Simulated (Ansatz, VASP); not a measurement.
## Two plane-wave programs on HfCl4F

```
Hf Cl F
1.0
     4.27523    0.00000    0.00000
     0.00000    4.27523    0.00000
     0.00000    0.00000    7.15220
Hf Cl F
1 4 1
Direct
  0.50000 0.50000 0.50000
  0.00000 0.00000 0.59845
  0.50000 0.50000 0.09857
  0.50000 0.50000 0.90143
  0.00000 0.00000 0.40155
  0.00000 0.00000 0.00000
```

Change from the starting cell: species swapped into the LaPrC4 type (P4/mmm, No. 123).

Alike in both runs: task single point; functional PBE; k mesh 4 × 4 × 4; occupations gaussian, width 0.1 eV; no spin polarisation.

```csv
,VASP,Ansatz
version,VASP 6.6.1,Ansatz 0.2.0
potentials or method,"VASP PAW PBE potentials, release 64 (Hf_pv, Cl, F)","scalar-relativistic, plane waves, PAW"
plane-wave cutoff (eV),520,420
valence electrons in the cell,45,61
```

Ansatz gave:

- gap on the k mesh at the Fermi level (eV): none
- rms of the force components (eV/Å): 25.857

Task: What did VASP give for the same quantities?

Result: gap on the k mesh at the Fermi level (eV): none; rms of the force components (eV/Å): 24.367.

Atom by atom the forces differ by 1.490 eV/Å (rms over components). A gap of «none» marks a metal or a gap that the smearing closes. With one functional, cell and mesh, what is left measures potentials, basis and numerics. The two sets of potentials don't hold the same shells in valence.

Caveats: the k mesh is coarse (spacing up to 0.37 Å⁻¹), so the values aren't converged; an odd number of electrons without spin polarisation forces a metal; a magnetic or distorted state may lie lower. The runs have no spin-orbit coupling, so splittings on Hf are missing.
